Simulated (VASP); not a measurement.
**ZnSe (Stilleite): structure and properties in VASP**

Aim: relax ZnSe (Stilleite), then compute properties on the relaxed cell. The steps: full relaxation (PBE), second relaxation, density, ELF and potential (PBE), band structure (PBE), total and projected DOS (PBE), independent-particle dielectric function (PBE), band structure (PBE + SOC), band structure (HSE06), band structure (TB-mBJ) and bands along the symmetry lines (PBE), changed input. The start is a cell from a database of measured crystal structures.

Main program and level: VASP 6.6.1; PBE; plane waves and PAW (Zn, Se), in the first sound run; inputs show where later runs differ.

This is a report of a sequence of runs, with most program output left out.

## Step 1: Starting point

Before any relaxation, the start is as follows. It takes space group F-43m (No. 216, cubic). Conventional cell: a = 5.668 Å, b = 5.668 Å, c = 5.668 Å, α = 90.00°, β = 90.00°, γ = 90.00°. Zn has 4 Se at 2.45 Å nearest. Nearest to Se lie 4 Zn at 2.45 Å. Farther neighbours and most contacts between anions are not listed.

As a file:

```cif
data_structure
_symmetry_space_group_name_H-M 'P 1'
_symmetry_Int_Tables_number 1
_cell_length_a 4.0076
_cell_length_b 4.0076
_cell_length_c 4.0076
_cell_angle_alpha 60.000
_cell_angle_beta 60.000
_cell_angle_gamma 60.000
_cell_volume 45.51
loop_
_atom_site_label
_atom_site_type_symbol
_atom_site_fract_x
_atom_site_fract_y
_atom_site_fract_z
_atom_site_occupancy
Zn1 Zn 0.00000 0.00000 0.00000 1
Se2 Se 0.25000 0.25000 0.25000 1
```

## Step 2: Full relaxation (PBE)

Properties are meant for the cell that this level of theory prefers, so cell and atoms are relaxed first (ISIF = 3) until forces and stress are small; EDIFFG sets the threshold. PBE, the usual starting point, adds the gradient of the density.

File INCAR:

```
SYSTEM = ZnSe
PREC = Accurate
ENCUT = 400
EDIFF = 1E-06
NELM = 100
ISMEAR = 0
SIGMA = 0.05
LREAL = .FALSE.
ALGO = Normal
GGA = PE
NBANDS = 15
LORBIT = 11
LWAVE = .FALSE.
LCHARG = .FALSE.
KPAR = 2
IBRION = 2
NSW = 60
ISIF = 3
EDIFFG = -0.01
```

File POSCAR:

```
ZnSe
1.0
    0.0000000000      2.8338000000      2.8338000000
    2.8338000000      0.0000000000      2.8338000000
    2.8338000000      2.8338000000      0.0000000000
Zn Se
1 1
Direct
    0.0000000000      0.0000000000      0.0000000000
    0.2500000000      0.2500000000      0.2500000000
```

File KPOINTS:

```
Automatic mesh
0
Gamma
7 7 7
0 0 0
```

The projector-augmented-wave data sets are Zn and Se (PBE family, release 64).

Launch:

```
$ mpirun -np 2 vasp_std
```

Wall time 7.6 s (2 MPI ranks of Intel Xeon 6975P-C (Granite Rapids), shared host); peak memory 0.29 GiB.

The gap is read on the k-mesh alone, so it is an upper bound where the band edges lie off the mesh. The run keeps the 24 symmetry operations of its start, so it cannot find a distortion of lower symmetry.

Relaxation path:

```csv
step,energy less that of the first step (eV),largest force (eV/Å),pressure (GPa),volume (Å³)
1,0.0000,0.0000,2.14,45.51
2,-0.0093,0.0000,-0.52,47.54
3,-0.0101,0.0000,0.10,47.09
4,-0.0101,0.0000,-0.06,47.16
```

```csv
"conventional cell, symmetrised",before,after,change
a (Å),5.668,5.735,+1.2 %
b (Å),5.668,5.735,+1.2 %
c (Å),5.668,5.735,+1.2 %
volume (Å³/atom),22.76,23.58,+3.6 %
```

The relaxed structure:

```xyz
2
Lattice="0.0000 2.8676 2.8676 2.8676 0.0000 2.8676 2.8676 2.8676 0.0000" Properties=species:S:1:pos:R:3 pbc="T T T"
Zn    0.0000    0.0000    0.0000
Se    1.4338    1.4338    1.4338
```

Numbers from this step:

- electrons: 18
- bands: 15
- irreducible k-points: 20
- symmetry operations: 24
- free energy (TOTEN): -6.026 eV
- Fermi energy: 1.589 eV
- pressure: -0.06469 GPa
- metallic: no
- valence top at k: 0, 0, 0
- conduction bottom at k: 0, 0, 0
- least direct gap at k: 0, 0, 0
- SCF cycles over all ionic steps: 35
- gap on the k-mesh: 1.146 eV
- least direct gap on the k-mesh: 1.146 eV

It ends with forces that vanish by symmetry and a pressure of -0.06 GPa. The volume lies +3.6 % from that of the database's start.

## Step 3: Second relaxation

A relaxation keeps the plane waves of the cell it began with, so it is repeated from the new cell, on a basis made for it.

INCAR is that of step 2.

File POSCAR:

```
ZnSe
1.0
    0.0000000000      2.8675528976      2.8675528976
    2.8675528976      0.0000000000      2.8675528976
    2.8675528976      2.8675528976      0.0000000000
Zn Se
1 1
Direct
    0.0000000000      0.0000000000      0.0000000000
    0.2500000000      0.2500000000      0.2500000000
```

KPOINTS is that of step 2.

Launch:

```
$ mpirun -np 2 vasp_std
```

It took 3 s on 2 MPI ranks; peak memory 0.28 GiB.

Little changed from the start: no atom moved by 0.005 Å and no cell edge by 0.1 %.

This step gave:

```yaml
free_energy_toten: -6.028 eV
pressure: -0.06398 GPa
scf_cycles_over_all_ionic_steps: 13
```

It ends with forces that vanish by symmetry and a pressure of -0.06 GPa. The volume moved by under 0.01 %: the run met its threshold at the first step.

## Step 4: Density, ELF and potential (PBE)

A single point on the relaxed cell gives a clean self-consistent state, with density, ELF and potential written out.

INCAR, as its differences from that of step 3:

```diff
@@ -13,7 +13,5 @@
 LWAVE = .FALSE.
-LCHARG = .FALSE.
-KPAR = 2
-IBRION = 2
-NSW = 60
-ISIF = 3
-EDIFFG = -0.01
+LCHARG = .TRUE.
+ISIF = 2
+LELF = .TRUE.
+LVHAR = .TRUE.
```

POSCAR is that of step 3.

KPOINTS is that of step 3.

Launch:

```
$ mpirun -np 2 vasp_std
```

It took 3.4 s on 2 MPI ranks; peak memory 0.24 GiB; 5.8 s of CPU time.

This step gave:

```
SCF cycles   : 13
bands        : 16
Fermi energy : 1.536 eV
pressure     : -0.05995 GPa
```

Valence electrons inside each PAW sphere by angular momentum. Sphere charges, by row:

| atom | s (e) | p (e) | d (e) | tot (e) |
| --- | --- | --- | --- | --- |
| Zn1 | 0.526 | 0.42 | 9.782 | 10.73 |
| Se2 | 1.438 | 2.409 | 0.027 | 3.874 |

ELF in the ac plane of a cell with a along [110], b along [-110] and c along [001] of the cube at fractional y = 0.000, with atoms of Zn and Se within 0.2 Å of it. It is the smooth field of the valence electrons, not physical close to the nuclei.

Ten even steps from '_' (0.01) to '@' (0.87), each cell a mean:
```
____::==##%%%%##==::______..::**%%%%%%**::..__
....--##@@@@@@@@##--......::++@@@@@@@@@@++::..
::::**@@@@%%%%@@@@**::::::==%%@@@@%%@@@@%%--::
..--##@@@@****@@@@##--..::++@@@@##++##@@@@++::
..--##@@%%####%%@@##--....++%%@@%%**%%@@%%++..
__::**%%@@@@@@@@%%++::____==##@@@@@@@@@@##==__
____--**%%@@@@%%**--______::++##@@@@@@##++::__
____..--++####++--..________::==**##**==::____
________::::::..______________..::--::..______
______________________________________________
______________________________________________
....________________......________________....
......____________............__________......
..::....________....::..::::....______....::::
__..::............::..____..::..........::..__
____::::--====--::::______..::--======::::..__
```
Columns run along a (8.1 Å), rows up along c (5.7 Å), edges of the conventional cell, whose origin can differ from the input's. Atoms in or near the plane, at fractional coordinates: Zn at (0.50, 0.00), Zn at (0.00, 0.00), Se at (0.75, 0.75), Se at (0.25, 0.75).

Electrostatic potential energy in the ac plane of a cell with a along [110], b along [-110] and c along [001] of the cube at fractional y = 0.000, with atoms of Zn and Se within 0.2 Å of it. With pseudopotentials it is smooth inside the atoms' cores, unlike the true potential.

Values in eV, 9 rows by 16 columns, each cell a mean:
```
 -8  -9  -2  -7  -9  -2  -7  -9  -8  -9  -2  -7  -9  -2  -7  -9
 -4  -2 -15 -40 -39 -27  -2  -3  -4  -2 -15 -40 -39 -27  -2  -3
  3   2 -18 -40 -35 -32  -1   3   3   2 -18 -40 -35 -32  -1   3
  5   4  -1 -15 -19  -5   3   4   5   4  -1 -15 -19  -5   3   4
  5   5   4   3   3   4   4   5   5   5   4   3   3   4   4   5
  5   5   4   4   4   4   5   5   5   5   4   4   4   4   5   5
  3   3   4   4   4   4   4   3   3   3   4   4   4   4   4   3
 -7  -3   2   4   4   3  -1  -6  -7  -3   2   4   4   3  -1  -6
 -7 -10   0   3   3   2  -7  -8  -7 -10   0   3   3   2  -7  -8
```
Columns run along a (8.1 Å; values clipped at the 3rd and 97th percentile), rows up along c (5.7 Å), edges of the conventional cell, whose origin can differ from the input's. Atoms in or near the plane, at fractional coordinates: Zn at (0.50, 0.00), Zn at (0.00, 0.00), Se at (0.75, 0.75), Se at (0.25, 0.75).

Valence density in the ac plane of a cell with a along [110], b along [-110] and c along [001] of the cube at fractional y = 0.000, with atoms of Zn and Se within 0.2 Å of it. It is the smooth field of the valence electrons, not physical close to the nuclei.

Ten steps, logarithmic in the rise over the least value, from '_' (0 e/Å³) to '@' (17 e/Å³), each cell a mean:
```
@@##--::::::::::::--##@@%%++::::::::::::::++%%
**==::------------::==**++--::----------::--++
::::::------------::::::::::--------------::::
....::----....----::......::----::__------::..
....::----::::----::........::----::----::....
__....::--------::....____..::----------::..__
____....::----::....______....::------::....__
______............__________......::......____
________........______________..........______
______________________________________________
______________________________________________
....________________........______________....
......____________............__________......
==::....________....::==--::....______....::--
%%**::............::**%%##==::..........::==##
@@%%==::........::==%%@@@@**::..........::**@@
```
Columns run along a (8.1 Å), rows up along c (5.7 Å), edges of the conventional cell, whose origin can differ from the input's. Atoms in or near the plane, at fractional coordinates: Zn at (0.50, 0.00), Zn at (0.00, 0.00), Se at (0.75, 0.75), Se at (0.25, 0.75).

In this run the pressure is -0.06 GPa, small enough to go on.

## Step 5: Band structure (PBE)

Levels along the symmetry lines show where the bands peak and cross; KPOINTS_OPT computes them in the converged potential.

File INCAR:

```
SYSTEM = ZnSe
PREC = Accurate
ENCUT = 400
EDIFF = 1E-06
NELM = 100
ISMEAR = 0
SIGMA = 0.05
LREAL = .FALSE.
ALGO = Normal
GGA = PE
NBANDS = 21
LORBIT = 11
LWAVE = .FALSE.
LCHARG = .FALSE.
KPAR = 2
```

POSCAR is that of step 4.

KPOINTS is that of step 4.

File KPOINTS_OPT:

```
Line mode
16
Line-mode
Reciprocal
  0.00000000   0.00000000   0.00000000 GAMMA
  0.50000000   0.00000000   0.50000000 X

  0.50000000   0.00000000   0.50000000 X
  0.50000000   0.25000000   0.75000000 W

  0.50000000   0.25000000   0.75000000 W
  0.37500000   0.37500000   0.75000000 K

  0.37500000   0.37500000   0.75000000 K
  0.00000000   0.00000000   0.00000000 GAMMA

  0.00000000   0.00000000   0.00000000 GAMMA
  0.50000000   0.50000000   0.50000000 L

  0.50000000   0.50000000   0.50000000 L
  0.62500000   0.25000000   0.62500000 U

  0.62500000   0.25000000   0.62500000 U
  0.50000000   0.25000000   0.75000000 W

  0.50000000   0.25000000   0.75000000 W
  0.50000000   0.50000000   0.50000000 L

  0.50000000   0.50000000   0.50000000 L
  0.37500000   0.37500000   0.75000000 K

  0.62500000   0.25000000   0.62500000 U
  0.50000000   0.00000000   0.50000000 X
```

Launch:

```
$ mpirun -np 2 vasp_std
```

Run time: 13 s. Hardware: 2 MPI ranks; peak memory 0.3 GiB.

Spin-orbit coupling is off here; it would split degenerate levels, and it lifts a valence top of Se p states by about 0.1 eV.

Numbers from this step:

```yaml
bands: 21
fermi_energy: 1.615 eV
pressure: -0.06525 GPa
least_gap_on_mesh_and_path: 1.146 eV
least_direct_gap_on_mesh_and_path: 1.146 eV
```

The electronic bands at the labelled points (eV, zero at the valence-band top; v1 is the highest filled band, c1 the lowest empty one):

| point | v4 | v3 | v2 | v1 | c1 | c2 | c3 | c4 |
| --- | --- | --- | --- | --- | --- | --- | --- | --- |
| Γ | -6.08 | 0.00 | 0.00 | 0.00 | 1.15 | 5.81 | 5.81 | 5.81 |
| 0.53 of the way | -6.06 | -3.01 | -1.28 | -1.28 | 3.83 | 3.98 | 8.16 | 8.16 |
| X | -5.92 | -4.60 | -2.06 | -2.06 | 3.06 | 3.45 | 10.48 | 11.00 |
| 0.53 of the way | -5.86 | -4.56 | -2.38 | -2.32 | 4.02 | 4.32 | 8.88 | 9.03 |
| W | -5.81 | -4.52 | -2.62 | -2.50 | 5.38 | 5.48 | 6.88 | 7.71 |
| 0.47 of the way | -5.83 | -4.53 | -2.82 | -2.08 | 4.39 | 5.53 | 7.66 | 8.30 |
| K | -5.84 | -4.55 | -2.92 | -1.69 | 3.60 | 5.51 | 8.94 | 9.15 |
| 0.47 of the way | -6.06 | -3.43 | -1.80 | -0.54 | 3.76 | 6.04 | 6.57 | 6.76 |
| Γ | -6.08 | 0.00 | 0.00 | 0.00 | 1.15 | 5.81 | 5.81 | 5.81 |
| 0.47 of the way | -6.08 | -2.75 | -0.41 | -0.41 | 2.64 | 6.30 | 6.38 | 6.38 |
| L | -5.94 | -5.01 | -0.82 | -0.82 | 2.48 | 6.38 | 6.38 | 8.47 |
| 0.47 of the way | -5.90 | -4.79 | -2.00 | -1.13 | 3.63 | 5.81 | 7.24 | 8.27 |
| U | -5.84 | -4.55 | -2.92 | -1.69 | 3.60 | 5.51 | 8.94 | 9.15 |
| 0.47 of the way | -5.83 | -4.53 | -2.84 | -2.01 | 4.23 | 5.53 | 7.84 | 8.42 |
| W | -5.81 | -4.52 | -2.62 | -2.50 | 5.38 | 5.48 | 6.88 | 7.71 |
| 0.53 of the way | -5.90 | -4.73 | -2.18 | -1.31 | 3.99 | 5.60 | 7.30 | 8.46 |
| L | -5.94 | -5.01 | -0.82 | -0.82 | 2.48 | 6.38 | 6.38 | 8.47 |
| 0.53 of the way | -5.90 | -4.74 | -2.21 | -1.21 | 3.75 | 5.83 | 7.47 | 8.15 |
| K | -5.84 | -4.55 | -2.92 | -1.69 | 3.60 | 5.51 | 8.94 | 9.15 |
| jump to U | -5.84 | -4.55 | -2.92 | -1.69 | 3.60 | 5.51 | 8.94 | 9.15 |
| 0.53 of the way | -5.89 | -4.58 | -2.38 | -1.98 | 3.28 | 3.95 | 9.83 | 10.39 |
| X | -5.92 | -4.60 | -2.06 | -2.06 | 3.06 | 3.45 | 10.48 | 11.00 |

Of the projections kept (Zn, Se), the largest for each band there; the rest of the weight can lie on other orbitals:

```csv
point,v4,v3,v2,v1,c1,c2,c3,c4
Γ,Zn 1.00,Se 0.79,Se 0.79,Se 0.79,Zn 0.57,Zn 0.74,Zn 0.74,Zn 0.74
X,Zn 0.98,Zn 0.64,Se 0.76,Se 0.76,Zn 0.65,Zn 0.64,Se 0.81,Zn 0.53
W,Zn 0.97,Zn 0.55,Se 0.67,Se 0.75,Se 0.54,Se 0.69,Zn 0.69,Zn 0.53
K,Zn 0.98,Zn 0.56,Se 0.69,Se 0.75,Zn 0.64,Se 0.58,Se 0.65,Zn 0.50
Γ,Zn 1.00,Se 0.79,Se 0.79,Se 0.79,Zn 0.57,Zn 0.74,Zn 0.74,Zn 0.74
L,Zn 0.98,Se 0.56,Se 0.77,Se 0.77,Zn 0.66,Zn 0.65,Zn 0.65,Se 0.77
```

The path finds the gap of the mesh within 0.02 eV, so the mesh comes close to both band edges.

## Step 6: Total and projected DOS (PBE)

A density of states needs more k-points than a total energy; ISMEAR = -5 takes tetrahedra, and LORBIT projects the states on the PAW spheres. The mesh is finer than in the run before.

INCAR, as its differences from that of step 5:

```diff
@@ -5,3 +5,3 @@
 NELM = 100
-ISMEAR = 0
+ISMEAR = -5
 SIGMA = 0.05
@@ -15 +15,2 @@
 KPAR = 2
+NEDOS = 2001
```

POSCAR is that of step 5.

File KPOINTS:

```
Automatic mesh
0
Gamma
10 10 10
0 0 0
```

Launch:

```
$ mpirun -np 2 vasp_std
```

Run time: 7 s. Hardware: 2 MPI ranks; peak memory 0.31 GiB.

Numbers from this step:

- irreducible k-points: 47
- free energy (TOTEN): -6.030 eV
- Fermi energy: 1.329 eV
- pressure: -0.07152 GPa
- gap on the k-mesh: 1.147 eV
- least direct gap on the k-mesh: 1.147 eV

The density of states has structure finer than the step of the table below, so its rows give means over 0.5 eV, whole bins alone (the curve runs from -5.47 to 9.14 eV). Peaks (eV: height): total -4.54: 5.11, -2.63: 2.08, -1.96: 2.30, 3.81: 2.30, 5.71: 2.76, 6.90: 2.22; Zn d -4.54: 0.363, -2.63: 0.142, -0.90: 0.147, 3.81: 0.0622, 5.71: 0.0954, 6.90: 0.0654.

States under -5.5 eV and over 9.1 eV are left out, among them most of the Zn d (centred near -6.2 eV) states. Density of states against energy, zero at the valence-band top; means over each step; values in states/eV/cell:

```
energy (eV)    total     Zn d
       -5.0    0.138  0.00579
       -4.5     1.99    0.154
       -4.0    0.767   0.0941
       -3.5    0.404   0.0533
       -3.0    0.494   0.0478
       -2.5     1.50    0.101
       -2.0     1.88    0.109
       -1.5     1.94    0.126
       -1.0     1.86    0.139
       -0.5    0.827   0.0735
        0.0    0.110   0.0112
        0.5        0        0
        1.0   2.9e-5        0
        1.5  0.00541        0
        2.0   0.0313   3.7e-4
        2.5    0.126  0.00121
        3.0    0.547  0.00616
        3.5     1.19   0.0273
        4.0     1.86   0.0509
        4.5    0.810   0.0238
        5.0    0.754   0.0216
        5.5     1.34   0.0402
        6.0     1.40   0.0439
        6.5     1.14   0.0274
        7.0     2.10   0.0615
        7.5     1.21   0.0397
        8.0     1.04   0.0371
        8.5     1.20   0.0465
```

The gap on this mesh is 1.15 eV.

## Step 7: Independent-particle dielectric function (PBE)

LOPTICS sums transitions from filled to empty bands. NBANDS is raised for it.

File INCAR:

```
SYSTEM = ZnSe
PREC = Accurate
ENCUT = 400
EDIFF = 1E-06
NELM = 100
ISMEAR = 0
SIGMA = 0.05
LREAL = .FALSE.
ALGO = Normal
GGA = PE
NBANDS = 25
LORBIT = 11
LWAVE = .FALSE.
LCHARG = .FALSE.
KPAR = 2
LOPTICS = .TRUE.
NEDOS = 1500
CSHIFT = 0.1
```

POSCAR is that of step 6.

KPOINTS is that of step 6.

Launch:

```
$ mpirun -np 2 vasp_std
```

The job ended after 8.6 s (2 MPI ranks; peak memory 0.4 GiB).

These are independent-particle spectra without excitons or local fields, and fine structure depends on the mesh and on CSHIFT.

This step gave:

| Quantity | Value |
| --- | --- |
| bands | 25 |
| Fermi energy | 1.526 eV |
| pressure | -0.07488 GPa |

The imaginary dielectric function, xx has structure finer than the step of the table below, so its rows give means over 0.5 eV, whole bins alone (the curve runs from 0 to 25.0 eV). Peaks (eV: height): 1.12: 2.40, 1.99: 3.64, 3.37: 8.14, 3.98: 9.58, 5.24: 13.5, 5.75: 12.6, 7.07: 8.57.

The imaginary dielectric function, xx by photon energy; means over each step:

```
photon energy (eV)  imaginary dielectric function, xx
               0.5                              0.104
               1.0                               1.17
               1.5                              0.662
               2.0                               2.16
               2.5                               2.13
               3.0                               4.08
               3.5                               6.30
               4.0                               7.68
               4.5                               5.76
               5.0                               10.9
               5.5                               11.7
               6.0                               10.4
               6.5                               5.25
               7.0                               7.70
               7.5                               6.86
               8.0                               4.41
               8.5                               3.72
               9.0                               2.63
               9.5                               2.24
              10.0                               2.08
              10.5                               1.79
              11.0                               1.32
              11.5                               1.23
              12.0                               1.21
              12.5                              0.928
              13.0                              0.841
              13.5                              0.679
              14.0                              0.580
              14.5                              0.570
              15.0                              0.512
              15.5                              0.447
              16.0                              0.561
              16.5                              0.506
              17.0                              0.370
              17.5                              0.344
              18.0                              0.380
              18.5                              0.380
              19.0                              0.357
              19.5                              0.374
              20.0                              0.338
              20.5                              0.319
              21.0                              0.292
              21.5                              0.259
              22.0                              0.242
              22.5                              0.199
              23.0                              0.207
              23.5                              0.177
              24.0                              0.180
              24.5                              0.205
```

Table of real dielectric function, xx by photon energy:

| photon energy (eV) | real dielectric function, xx |
| --- | --- |
| 0.0 | 7.96 |
| 0.5 | 8.16 |
| 1.0 | 9.24 |
| 1.5 | 8.14 |
| 2.0 | 9.22 |
| 2.5 | 9.63 |
| 3.0 | 10.0 |
| 3.5 | 6.25 |
| 4.0 | 6.78 |
| 4.5 | 7.75 |
| 5.0 | 6.87 |
| 5.5 | 3.36 |
| 6.0 | -1.80 |
| 6.5 | -0.436 |
| 7.0 | 0.533 |
| 7.5 | -1.80 |
| 8.0 | -2.87 |
| 8.5 | -3.30 |
| 9.0 | -2.29 |
| 9.5 | -1.39 |
| 10.0 | -1.31 |
| 10.5 | -1.61 |
| 11.0 | -1.16 |
| 11.5 | -1.08 |
| 12.0 | -0.909 |
| 12.5 | -0.814 |
| 13.0 | -0.563 |
| 13.5 | -0.643 |
| 14.0 | -0.223 |
| 14.5 | -0.280 |
| 15.0 | -0.173 |
| 15.5 | -0.00588 |
| 16.0 | 0.0628 |
| 16.5 | -0.0305 |
| 17.0 | 0.0378 |
| 17.5 | 0.222 |
| 18.0 | 0.219 |
| 18.5 | 0.147 |
| 19.0 | 0.323 |
| 19.5 | 0.250 |
| 20.0 | 0.304 |
| 20.5 | 0.305 |
| 21.0 | 0.333 |
| 21.5 | 0.298 |
| 22.0 | 0.384 |
| 22.5 | 0.371 |
| 23.0 | 0.413 |
| 23.5 | 0.462 |
| 24.0 | 0.483 |
| 24.5 | 0.494 |

The mean of ε2 over directions passes 5 % of its top at 1.00 eV, against a least direct gap of 1.15 eV on this mesh; what lies under the gap is the tail of the broadening by CSHIFT.

(Continued in part 2 of 2.)

[Lines on the potential files, build, host, timing and source positions are cut from VASP's logs without a mark.]

[Logs are printed without paths, hosts, clocks, repeated set-up lines and the standing remarks that a program may print on its own settings, such as how far it seeks lower states.]

[Hosts, paths, dates, database ids (printed as entryN), source tags and the programs' standing remarks are cut or masked in the printed files.]

[A measured line is paired with the nearest computed mode of its activity, which favours agreement.]
